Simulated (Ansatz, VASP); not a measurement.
## CaGeBr: VASP beside Ansatz

```xyz
6
Lattice="4.1415 0.0000 0.0000 0.0000 4.1530 0.0000 0.0000 0.0000 8.7992" Properties=species:S:1:pos:R:3 pbc="T T T"
Ca    0.0000    2.0765    0.6159
Ca    2.0707    0.0000    8.1833
Ge    2.0707    2.0765    2.6398
Ge    0.0000    0.0000    6.1595
Br    2.0707    2.0765    8.2713
Br    0.0000    0.0000    0.5280
```

Alike in both runs: task single point; functional PBE; k mesh 4 × 4 × 2; occupations gaussian, width 0.1 eV; no spin polarisation.

|  | VASP | Ansatz |
| --- | --- | --- |
| version | VASP 6.6.1 | Ansatz 0.2.0 |
| potentials or method | VASP PAW PBE potentials, release 64 (Ca_sv, Ge_d, Br) | scalar-relativistic, plane waves, PAW |
| plane-wave cutoff (eV) | 520 | 420 |
| valence electrons in the cell | 62 | 62 |

```csv
,VASP,Ansatz,Ansatz less VASP
gap on the k mesh at the Fermi level (eV),none,none,-
rms of the force components (eV/Å),1.821,1.794,-0.0264
```

Atom by atom the forces differ by 0.027 eV/Å (rms over components). A gap of «none» marks a metal or a gap that the smearing closes.

Caveats: the k mesh is coarse (spacing up to 0.38 Å⁻¹), so the values aren't converged; forces of over 1 eV/Å show positions far from the minimum, so gaps and moduli don't describe the material at rest.
